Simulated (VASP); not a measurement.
## CoAl (relaxed from the zinc blende structure, space group F-43m): computed properties

These are r2SCAN meta-GGA, VASP's PBE PAW potentials (set 64) (plane waves; VASP) values and carry that method's errors.

```json
{
 "space_group": "F-43m (216)",
 "cell": "a = 5.541 Å, b = 5.541 Å, c = 5.541 Å, α = 90.00°, β = 90.00°, γ = 90.00°",
 "volume_per_atom": "21.26 Å^3/atom",
 "band gap (over mesh and band path)": "none (metal, semimetal or under 0.01 eV)",
 "cell_moment": "1.62 μB",
 "density": "3.36 g/cm³"
}
```

```
CELL_PARAMETERS angstrom
      0.00000     2.77027     2.77027
      2.77027     0.00000     2.77027
      2.77027     2.77027     0.00000
ATOMIC_POSITIONS crystal
  Co 0.00000 0.00000 0.00000
  Al 0.25000 0.25000 0.25000
```
Starting moments (μB, in the order of the record's atoms Co Al): 1.8 0.0.

The structure was generated: CoAl was put into the zinc blende type (F-43m), which need not be its known phase. It was relaxed first, which changed the volume by -8 %. Symmetry was kept, so distortions that lower it aren't found.
